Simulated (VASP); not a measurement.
An input for Quantum ESPRESSO's pw.x (written as the equivalent of a VASP run, and not itself run):

```
&CONTROL
  calculation = 'vc-relax'
  pseudo_dir = './pseudo'
  outdir = './out'
  tprnfor = .true.
  tstress = .true.
  nstep = 30
  forc_conv_thr = 0.00039
/
&SYSTEM
  ibrav = 0
  nat = 3
  ntyp = 2
  ecutwfc = 76
  occupations = 'smearing'
  smearing = 'methfessel-paxton'
  degauss = 0.00735
  input_dft = 'pbe'
  vdw_corr = 'grimme-d3'
  dftd3_version = 4
  dftd3_threebody = .false.
/
&ELECTRONS
  conv_thr = 7.3e-09
  electron_maxstep = 100
/
&IONS
/
&CELL
  cell_dofree = 'shape'
/
ATOMIC_SPECIES
  Hf 178.490 Hf.upf
  B 10.810 B.upf
CELL_PARAMETERS angstrom
     1.5595808   -2.7012734    0.0000000
     1.5595808    2.7012734    0.0000000
     0.0000000    0.0000000    3.4583984
ATOMIC_POSITIONS crystal
  Hf   0.0000000  0.0000000  0.0000000
  B    0.3333330  0.6666670  0.5000000
  B    0.6666670  0.3333330  0.5000000
K_POINTS automatic
  11 11 9 0 0 0
```

Question: Translate this input to VASP (INCAR, KPOINTS, POSCAR, choice of POTCAR).

Answer: One answer among several that fit: 
**POSCAR**
```
HfB2
1.0
  1.5595808021  -2.7012734153   0.0000000000
  1.5595808021   2.7012734153   0.0000000000
  0.0000000000   0.0000000000   3.4583984125
Hf B
1 2
direct
  0.0000000000   0.0000000000   0.0000000000
  0.3333330000   0.6666670000   0.5000000000
  0.6666670000   0.3333330000   0.5000000000
```

File KPOINTS:
```
Automatic mesh
0
Gamma
11 11 9
0 0 0
```

### INCAR
```
SYSTEM  =  HfB2
PREC  =  Accurate; ENCUT  =  520; LREAL  =  .FALSE.
LASPH  =  .TRUE.
EDIFF  =  1E-7; NELM  =  100; ALGO  =  Normal
LMAXMIX  =  6
ISMEAR  =  1; SIGMA  =  0.1
GGA  =  PE; IVDW  =  12
IBRION  =  2; NSW  =  30; ISIF  =  4
EDIFFG  =  -0.01
LWAVE  =  .FALSE.; LCHARG  =  .FALSE.
```

POTCAR, in this order: Hf_pv B (PBE.64 set). Program: vasp_std.

The two are equivalent in intent, not identical: the potentials are each code's own (VASP's PAW set, PseudoDojo norm-conserving files in pw.x), so ENCUT and ecutwfc are chosen apart and not converted; conv_thr bounds pw.x's estimated SCF error, while EDIFF bounds the energy change between steps; forc_conv_thr acts on force components and is met together with etot_conv_thr.

The compound is HfB2 in the AlB2 type structure. It was relaxed first.
